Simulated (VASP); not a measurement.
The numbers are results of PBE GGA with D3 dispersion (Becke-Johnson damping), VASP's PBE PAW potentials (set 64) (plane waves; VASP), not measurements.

The input files of a VASP run:

KPOINTS:
```
k-points along high-symmetry lines
10
Line-mode
Reciprocal
  0.000000   0.000000   0.000000 ! GAMMA
  0.000000   0.500000   0.000000 ! M

  0.000000   0.500000   0.000000 ! M
 -0.333333   0.666667   0.000000 ! K

 -0.333333   0.666667   0.000000 ! K
  0.000000   0.000000   0.000000 ! GAMMA

  0.000000   0.000000   0.000000 ! GAMMA
  0.000000   0.000000   0.500000 ! A

  0.000000   0.000000   0.500000 ! A
  0.000000   0.500000   0.500000 ! L

  0.000000   0.500000   0.500000 ! L
 -0.333333   0.666667   0.500000 ! H

 -0.333333   0.666667   0.500000 ! H
  0.000000   0.000000   0.500000 ! A

  0.000000   0.500000   0.500000 ! L
  0.000000   0.500000   0.000000 ! M

 -0.333333   0.666667   0.500000 ! H
 -0.333333   0.666667   0.000000 ! K
```

### INCAR
```
SYSTEM = SiC
PREC = Accurate; ENCUT = 520; LREAL = F
LASPH = T; ICHARG = 11
EDIFF = 1E-7; NELM = 100; ALGO = Normal
ISMEAR = 0; SIGMA = 0.05
GGA = PE; IVDW = 12
LWAVE = F; LCHARG = F; LORBIT = 11
```

### POSCAR
```
SiC
1.0
  1.5347513827  -2.6582671307   0.0000000000
  1.5347513827   2.6582671307   0.0000000000
  0.0000000000   0.0000000000   5.0402724018
Si C
2 2
direct
  0.6666670000   0.3333330000   0.4996118854
  0.3333330000   0.6666670000   0.9996118854
  0.6666670000   0.3333330000   0.8753881146
  0.3333330000   0.6666670000   0.3753881146
```

POTCAR, in this order: Si C (PBE.64 set). Program: vasp_std. Read from the step before: CHGCAR.

The run wrote:

### OUTCAR
```
 ion  position               nearest neighbor table
   1  0.667  0.333  0.500-   4 1.88   4 1.88   4 1.88   3 1.89   2 3.08   2 3.08   2 3.08   2 3.08
                             2 3.08   2 3.08
   2  0.333  0.667  1.000-   3 1.88   3 1.88   3 1.88   4 1.89   1 3.08   1 3.08   1 3.08   1 3.08
                             1 3.08   1 3.08
   3  0.667  0.333  0.875-   2 1.88   2 1.88   2 1.88   1 1.89
   4  0.333  0.667  0.375-   1 1.88   1 1.88   1 1.88   2 1.89
  LATTYP: Found a hexagonal cell.
 ALAT       =     3.0695025566
 C/A-ratio  =     1.6420486085
 Subroutine PRICEL returns:
 Original cell was already a primitive cell.
 Subroutine GETGRP returns: Found 12 space group operations
The static configuration has the point symmetry C_3v.
 The point group associated with its full space group is C_6v.
The dynamic configuration has the point symmetry C_3v.
 Subroutine INISYM returns: Found 12 space group operations
   k-points           NKPTS =     90   k-points in BZ     NKDIM =     90   number of bands    NBANDS=     12
   number of dos      NEDOS =    301   number of ions     NIONS =      4
   total plane-waves  NPLWV =  23040
   dimension x,y,z NGX =    24 NGY =   24 NGZ =   40
   dimension x,y,z NGXF=    48 NGYF=   48 NGZF=   80
   ions per type =               2   2
   PREC   = accura    normal or accurate (medium, high low for compatibility)
   ISTART =      0    job   : 0-new  1-cont  2-samecut
   ICHARG =     11    charge: 1-file 2-atom 10-const
   ISPIN  =      1    spin polarized calculation?
   LNONCOLLINEAR =      F non collinear calculations
   LSORBIT =      F    spin-orbit coupling
   INIWAV =      1    electr: 0-lowe 1-rand  2-diag
   ENCUT  =  520.0 eV  38.22 Ry    6.18 a.u.   5.71  5.71  9.37*2*pi/ulx,y,z
   NELM   =    100;   NELMIN=  2; NELMDL= -5     # of ELM steps
   EDIFF  = 0.1E-06   stopping-criterion for ELM
   LREAL  =      F    real-space projection
   NLSPLINE    = F    spline interpolate recip. space projectors
   LMAXMIX     =    2 max onsite mixed and CHGCAR
   VOSKOWN=      0    Vosko Wilk Nusair interpolation
   EDIFFG = 0.1E-05   stopping-criterion for IOM
   NSW    =      0    number of steps for IOM
   NBLOCK =      1;   KBLOCK =      1    inner block; outer block
   IBRION =     -1    ionic relax: 0-MD 1-quasi-New 2-CG
   NFREE  =      0    steps in history (QN), initial steepest desc. (CG)
   ISIF   =      2    stress and relaxation
   ISYM   =      2    0-nonsym 1-usesym 2-fastsym
   TEIN   =    0.0    initial temperature
   TEBEG  =    0.0;   TEEND  =   0.0 temperature during run
   SMASS  =  -3.00    Nose mass-parameter (am)
   PSTRESS=    0.0 pullay stress
   NELECT =      16.0000    total number of electrons
   EFERMI =   0.00;   METHOD = LEGACY
   ISMEAR =     0;   SIGMA  =   0.05  broadening in eV -4-tet -1-fermi 0-gaus
   IALGO  =     38    algorithm
   LDIAG  =      T    sub-space diagonalisation (order eigenvalues)
   IMIX   =      4    mixing-type and parameters
     AMIX     =   0.40;   BMIX     =  1.00
     AMIX_MAG =   1.60;   BMIX_MAG =  1.00
     AMIN     =   0.10
   GGA     = PE    functional components
   VOSKOWN =     0    Vosko Wilk Nusair interpolation
   LHFCALC =     F    Hartree Fock is set to
   LHFONE  =     F    Hartree Fock one center treatment
   AEXX    =    0.0000 exact exchange contribution
   IVDW    =    12    specifies the selected vdW correction
   LEPSILON=     F    determine dielectric tensor
   LRPA    =     F    only Hartree local field effects (RPA)
  energy-cutoff  :      520.00
  volume of cell :       41.13
      direct lattice vectors                 reciprocal lattice vectors
     1.534751383 -2.658267131  0.000000000     0.325785665 -0.188092459  0.000000000
     1.534751383  2.658267131  0.000000000     0.325785665  0.188092459  0.000000000
     0.000000000  0.000000000  5.040272402     0.000000000  0.000000000  0.198401975
 k-point     1 :   0.0000 0.0000 0.0000  plane waves:    1099
 k-point     2 :   0.0000 0.0556 0.0000  plane waves:    1099
 k-point     3 :   0.0000 0.1111 0.0000  plane waves:    1106
 k-point     4 :   0.0000 0.1667 0.0000  plane waves:    1100
...
```

File OSZICAR:
```
       N       E                     dE             d eps       ncg     rms          rms(c)
DAV:   1     0.354137788327E+02    0.35414E+02   -0.74030E+03  2160   0.119E+03
DAV:   2    -0.260217872720E+02   -0.61436E+02   -0.56147E+02  3100   0.180E+02
DAV:   3    -0.287346498790E+02   -0.27129E+01   -0.26912E+01  2816   0.371E+01
DAV:   4    -0.287681558010E+02   -0.33506E-01   -0.33460E-01  2616   0.467E+00
DAV:   5    -0.287688032617E+02   -0.64746E-03   -0.64723E-03  2740   0.578E-01
DAV:   6    -0.287688236625E+02   -0.20401E-04   -0.20399E-04  2676   0.916E-02
DAV:   7    -0.287688244187E+02   -0.75626E-06   -0.75622E-06  2704   0.151E-02
DAV:   8    -0.287688244568E+02   -0.38107E-07   -0.38140E-07  2164   0.269E-03
   1 F= -.29978897E+02 E0= -.29978897E+02  d E =-.611116E-18
```

### OUTCAR
```
 val. band max:        8.3267851636   @ k =   0.0000   0.0000   0.0000

 cond. band min:      10.5876777601   @ k =  -0.3333   0.6667   0.0000



 k-point     1 :       0.0000    0.0000    0.0000
  band No.  band energies     occupation
      1      -7.2900      2.00000
      2      -3.7060      2.00000
      3      -0.4069      2.00000
      4       7.0097      2.00000
      5       7.0098      2.00000
      6       8.2102      2.00000
      7       8.3267      2.00000
      8       8.3268      2.00000
      9      13.1866      0.00000
     10      14.5875      0.00000
     11      15.0298      0.00000
     12      15.0298      0.00000

 k-point     2 :       0.0000    0.0556    0.0000
  band No.  band energies     occupation
      1      -7.2361      2.00000
      2      -3.6598      2.00000
      3      -0.3570      2.00000
      4       6.6864      2.00000
      5       6.9109      2.00000
      6       8.1045      2.00000
      7       8.1871      2.00000
      8       8.2987      2.00000
      9      13.4110      0.00000
     10      14.5831      0.00000
     11      15.0062      0.00000
     12      15.1458      0.00000

 k-point     3 :       0.0000    0.1111    0.0000
  band No.  band energies     occupation
      1      -7.0750      2.00000
      2      -3.5231      2.00000
      3      -0.2089      2.00000
      4       5.8750      2.00000
      5       6.6545      2.00000
      6       7.5458      2.00000
      7       8.0633      2.00000
      8       8.2038      2.00000
      9      13.6340      0.00000
     10      14.6565      0.00000
     11      15.1775      0.00000
     12      15.4553      0.00000

 k-point     4 :       0.0000    0.1667    0.0000
  band No.  band energies     occupation
      1      -6.8086      2.00000
      2      -3.3013      2.00000
      3       0.0317      2.00000
      4       4.8308      2.00000
      5       6.3182      2.00000
      6       6.7501      2.00000
      7       7.8508      2.00000
...
```

The density is held fixed in this step, so its total energy and stress have no physical meaning.

The compound is SiC in the wurtzite structure, the rare 2H polytype. It was relaxed first.
